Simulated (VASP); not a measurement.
Output of a VASP run:

### OSZICAR
```
       N       E                     dE             d eps       ncg     rms          rms(c)
DAV:   1     0.856752639061E+02    0.85675E+02   -0.99396E+03   840   0.153E+03
DAV:   2    -0.121660616437E+02   -0.97841E+02   -0.90025E+02  1132   0.284E+02
DAV:   3    -0.154855535074E+02   -0.33195E+01   -0.33041E+01  1116   0.518E+01
DAV:   4    -0.155554815555E+02   -0.69928E-01   -0.69897E-01  1092   0.649E+00
DAV:   5    -0.155571266667E+02   -0.16451E-02   -0.16451E-02  1112   0.768E-01    0.228E+01
DAV:   6    -0.134871200635E+02    0.20700E+01   -0.98429E+00   948   0.256E+01    0.260E+01
DAV:   7    -0.133592741711E+02    0.12785E+00   -0.51013E-01   996   0.693E+00    0.150E+01
DAV:   8    -0.133149241005E+02    0.44350E-01   -0.14783E-01   984   0.403E+00    0.122E+00
DAV:   9    -0.133139803754E+02    0.94373E-03   -0.95453E-03  1284   0.842E-01    0.264E-01
DAV:  10    -0.133140590462E+02   -0.78671E-04   -0.57883E-04   964   0.254E-01    0.764E-02
DAV:  11    -0.133140544962E+02    0.45501E-05   -0.10315E-04   988   0.956E-02    0.197E-02
DAV:  12    -0.133140544018E+02    0.94326E-07   -0.95452E-06   944   0.323E-02
   1 F= -.11429944E+02 E0= -.11429944E+02  d E =-.114299E+02
```

### OUTCAR
```
------------------------ aborting loop because EDIFF is reached ----------------------------------------
  FORCE on cell =-STRESS in cart. coord.  units (eV):
  Direction    XX          YY          ZZ          XY          YZ          ZX
  --------------------------------------------------------------------------------------
  Total        1.8867875      1.8867875      1.8867875      0.0000000     -0.0000000     -0.0000000
  in kB      100.1420861    100.1420861    100.1420861      0.0000000     -0.0000000     -0.0000000
  external PRESSURE =       0.1420861 kB  Pullay stress =     100.0000000 kB
  volume of cell :       30.19
      direct lattice vectors                 reciprocal lattice vectors
     0.000000000  2.471319991  2.471319991    -0.202321028  0.202321028  0.202321028
     2.471319991  0.000000000  2.471319991     0.202321028 -0.202321028  0.202321028
     2.471319991  2.471319991  0.000000000     0.202321028  0.202321028 -0.202321028
  FREE ENERGIE OF THE ION-ELECTRON SYSTEM (eV)
  ---------------------------------------------------
  free  energy   TOTEN  =       -13.3140544018 eV

  energy  without entropy=      -13.3140544018  energy(sigma->0) =      -13.31405440
  enthalpy is  TOTEN    =       -11.4299439435 eV   P V=        1.8841104584

 reached required accuracy - stopping structural energy minimisation
```
(Selected blocks of OUTCAR.)

File POSCAR:
```
SrO
1
    0.0000000000     2.4713199913     2.4713199913
    2.4713199913     0.0000000000     2.4713199913
    2.4713199913     2.4713199913     0.0000000000
Sr O
1 1
Direct
  0.0000000000   0.0000000000   0.0000000000
  0.5000000000   0.5000000000   0.5000000000
```

**Question.** Reconstruct the remaining input files.

**Answer.** One answer among several that fit: the input of the run itself, LDA (Ceperley-Alder, Perdew-Zunger), plane waves, VASP's LDA PAW potentials (set 64).

### KPOINTS
```
Automatic
0
G
  9 9 9
0 0 0
```

**INCAR**
```
ISIF = 3   ! ions, shape and volume
NSW = 40   ! most ionic steps
LMAXMIX = 4   ! l cut-off of mixed one-centre charges
SIGMA = 0.05
ALGO = Normal
LREAL = F   ! projection in real space or not
NELM = 100
PSTRESS = 100   ! kbar
IBRION = 2   ! conjugate gradients
ISMEAR = 0
EDIFF = 1E-6
SYSTEM = SrO
LWAVE = F
PREC = Accurate
LASPH = T
EDIFFG = -0.02
ENCUT = 620
LCHARG = F
```

POTCAR, in this order: Sr_sv O (LDA.64 set). Program: vasp_std.

The compound is SrO in the rock salt structure. It was relaxed first under an external pressure of 10 GPa.
